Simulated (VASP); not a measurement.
Level of theory: rev-vdW-DF2, VASP's PBE PAW potentials (set 64) (plane waves; VASP).

Input for VASP

File KPOINTS:
```
k-points along high-symmetry lines
15
Line-mode
Reciprocal
  0.000000   0.000000   0.000000 ! GAMMA
 -0.500000  -0.500000   0.000000 ! X

 -0.500000  -0.500000   0.000000 ! X
 -0.375000  -0.375000   0.250000 ! U

 -0.375000  -0.000000   0.375000 ! K
  0.000000   0.000000   0.000000 ! GAMMA

  0.000000   0.000000   0.000000 ! GAMMA
 -0.000000  -0.000000   0.500000 ! L

 -0.000000  -0.000000   0.500000 ! L
 -0.500000  -0.250000   0.250000 ! W

 -0.500000  -0.250000   0.250000 ! W
 -0.500000  -0.500000   0.000000 ! X
```

### POSCAR
```
CuI
3.0136830
  0.0000000000   0.9999998786   0.9999998786
  0.9999998786   0.0000000000   0.9999998786
  0.9999998786   0.9999998786   0.0000000000
Cu I
1 1
direct
  1.0000000000   0.0000000000   0.0000000000
  0.2500000000   0.2500000000   0.2500000000
```

### INCAR
```
SYSTEM = CuI
PREC = Accurate; ENCUT = 520; LREAL = .FALSE.
LASPH = .TRUE.; ICHARG = 11
EDIFF = 1E-7; NELM = 100; ALGO = Normal
LMAXMIX = 4
ISMEAR = 0; SIGMA = 0.05
GGA = MK; LUSE_VDW = .TRUE.; AGGAC = 0.0
PARAM1 = 0.1234568; PARAM2 = 0.7114; ZAB_VDW = -1.8867
LWAVE = .FALSE.; LCHARG = .FALSE.; LORBIT = 11
```

POTCAR, in this order: Cu I (PBE.64 set). Program: vasp_std. Read from the step before: CHGCAR.

Output of the run:

OSZICAR:
```
       N       E                     dE             d eps       ncg     rms          rms(c)
DAV:   1     0.112765889754E+03    0.11277E+03   -0.81423E+03  2340   0.150E+03
DAV:   2     0.845366704729E+01   -0.10431E+03   -0.98039E+02  2375   0.273E+02
DAV:   3    -0.191195563536E+00   -0.86449E+01   -0.83651E+01  3167   0.854E+01
DAV:   4    -0.480543004599E+00   -0.28935E+00   -0.28915E+00  2922   0.143E+01
DAV:   5    -0.488845484178E+00   -0.83025E-02   -0.83023E-02  3317   0.256E+00
DAV:   6    -0.489058334630E+00   -0.21285E-03   -0.21285E-03  3094   0.370E-01
DAV:   7    -0.489063263533E+00   -0.49289E-05   -0.49289E-05  3340   0.471E-02
DAV:   8    -0.489063423599E+00   -0.16007E-06   -0.16006E-06  2976   0.566E-03
DAV:   9    -0.489063424756E+00   -0.11569E-08   -0.11721E-08  2084   0.640E-04
   1 F= -.48906342E+00 E0= -.48906342E+00  d E =-.172216E-13
```

OUTCAR:
```
 val. band max:        4.4775715973   @ k =   0.0000   0.0000   0.0000

 cond. band min:       5.5895626607   @ k =   0.0000   0.0000   0.0000



 k-point     1 :       0.0000    0.0000    0.0000
  band No.  band energies     occupation
      1      -9.6067      2.00000
      2       0.7878      2.00000
      3       0.7878      2.00000
      4       0.7878      2.00000
      5       2.5270      2.00000
      6       2.5270      2.00000
      7       4.4776      2.00000
      8       4.4776      2.00000
      9       4.4776      2.00000
     10       5.5896      0.00000
     11       9.3652      0.00000
     12       9.3652      0.00000
     13       9.3652      0.00000

 k-point     2 :      -0.0357   -0.0357    0.0000
  band No.  band energies     occupation
      1      -9.5982      2.00000
      2       0.7584      2.00000
      3       0.7866      2.00000
      4       0.7866      2.00000
      5       2.5241      2.00000
      6       2.5281      2.00000
      7       4.3851      2.00000
      8       4.4479      2.00000
      9       4.4480      2.00000
     10       5.7248      0.00000
     11       9.2897      0.00000
     12       9.4153      0.00000
     13       9.4153      0.00000

 k-point     3 :      -0.0714   -0.0714    0.0000
  band No.  band energies     occupation
      1      -9.5731      2.00000
      2       0.6726      2.00000
      3       0.7833      2.00000
      4       0.7833      2.00000
      5       2.5158      2.00000
      6       2.5313      2.00000
      7       4.1903      2.00000
      8       4.3634      2.00000
      9       4.3634      2.00000
     10       6.0427      0.00000
     11       9.0919      0.00000
     12       9.5615      0.00000
     13       9.5616      0.00000

 k-point     4 :      -0.1071   -0.1071    0.0000
  band No.  band energies     occupation
      1      -9.5321      2.00000
      2       0.5376      2.00000
      3       0.7779      2.00000
      4       0.7779      2.00000
...
```

The density is held fixed in this step, so its total energy and stress have no physical meaning. Unless said otherwise, spin-orbit coupling is left out, though it shifts the bands of the heavy elements here.

The compound is CuI in the zinc blende structure. It was relaxed first.
